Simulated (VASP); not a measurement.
OSZICAR of a VASP run on FePt:

OSZICAR:
```
       N       E                     dE             d eps       ncg     rms          rms(c)
DAV:   1     0.217335411518E+03    0.21734E+03   -0.11257E+04  2600   0.844E+02
DAV:   2    -0.114453443294E+02   -0.22878E+03   -0.20975E+03  2818   0.254E+02
DAV:   3    -0.333118571667E+02   -0.21867E+02   -0.19735E+02  3602   0.859E+01
DAV:   4    -0.341822804096E+02   -0.87042E+00   -0.85719E+00  2940   0.169E+01
DAV:   5    -0.342019200873E+02   -0.19640E-01   -0.19621E-01  3158   0.277E+00    0.228E+01
DAV:   6    -0.551293442269E+02   -0.20927E+02   -0.11070E+02  3756   0.136E+02    0.545E+01
DAV:   7    -0.322906636230E+02    0.22839E+02   -0.88068E+01  4190   0.895E+01    0.139E+01
DAV:   8    -0.346495624619E+02   -0.23589E+01   -0.38519E+01  3922   0.716E+01    0.289E+01
DAV:   9    -0.368541246598E+02   -0.22046E+01   -0.53364E+01  3956   0.701E+01    0.336E+01
DAV:  10    -0.313485254507E+02    0.55056E+01   -0.67813E+00  4044   0.383E+01    0.116E+01
DAV:  11    -0.312730352724E+02    0.75490E-01   -0.25984E+00  3772   0.136E+01    0.837E+00
DAV:  12    -0.309826098733E+02    0.29043E+00   -0.15935E+00  3956   0.151E+01    0.345E+00
DAV:  13    -0.309988482479E+02   -0.16238E-01   -0.12482E-01  3436   0.386E+00    0.248E+00
DAV:  14    -0.310099199731E+02   -0.11072E-01   -0.68573E-02  3848   0.443E+00    0.135E+00
DAV:  15    -0.310394241609E+02   -0.29504E-01   -0.39696E-02  3904   0.247E+00    0.113E+00
DAV:  16    -0.310431378283E+02   -0.37137E-02   -0.13410E-02  3736   0.164E+00    0.548E-01
DAV:  17    -0.310451623971E+02   -0.20246E-02   -0.45631E-03  3940   0.723E-01    0.326E-01
DAV:  18    -0.310473342800E+02   -0.21719E-02   -0.10581E-03  3650   0.320E-01    0.292E-01
DAV:  19    -0.310508031272E+02   -0.34688E-02   -0.72779E-04  3322   0.292E-01    0.175E-01
DAV:  20    -0.310552269505E+02   -0.44238E-02   -0.10737E-03  3124   0.281E-01    0.101E-01
DAV:  21    -0.310566494559E+02   -0.14225E-02   -0.31321E-04  3290   0.106E-01    0.608E-02
DAV:  22    -0.310568659581E+02   -0.21650E-03   -0.41344E-05  3206   0.566E-02    0.368E-02
DAV:  23    -0.310569208961E+02   -0.54938E-04   -0.18905E-05  3364   0.539E-02    0.143E-02
DAV:  24    -0.310569411058E+02   -0.20210E-04   -0.34991E-06  2156   0.229E-02    0.109E-02
DAV:  25    -0.310569590174E+02   -0.17912E-04   -0.11280E-06  2006   0.115E-02    0.895E-03
DAV:  26    -0.310569696457E+02   -0.10628E-04   -0.55601E-07  1922   0.869E-03    0.594E-03
DAV:  27    -0.310569791510E+02   -0.95053E-05   -0.49805E-07  1916   0.554E-03    0.314E-03
DAV:  28    -0.310569837299E+02   -0.45789E-05   -0.36263E-07  1910   0.298E-03    0.226E-03
DAV:  29    -0.310569844218E+02   -0.69195E-06   -0.81841E-08  1718   0.277E-03
   1 F= -.31056984E+02 E0= -.31059696E+02  d E =0.813492E-02  mag=     6.6813
```

Which electronic solver shows in the log?

It is blocked Davidson (ALGO = Normal, or the opening steps of other solvers). The INCAR had ALGO = Normal.

How was spin treated?

Collinear spin (ISPIN = 2): the summary line carries one mag value, 6.68 μB in the cell.

Can the final energy be trusted as converged?

The calculation finished and met its thresholds. It stopped with EDIFF = 1E-6, NELM = 100 (LDA (Ceperley-Alder, Perdew-Zunger), plane waves, VASP's LDA PAW potentials (set 64)).  The cell holds a wide vacuum, so values per volume refer to the whole cell. The run has a spin-polarised start.

The cell is a sheet with vacuum, built from a database entry that may be metastable or hypothetical.
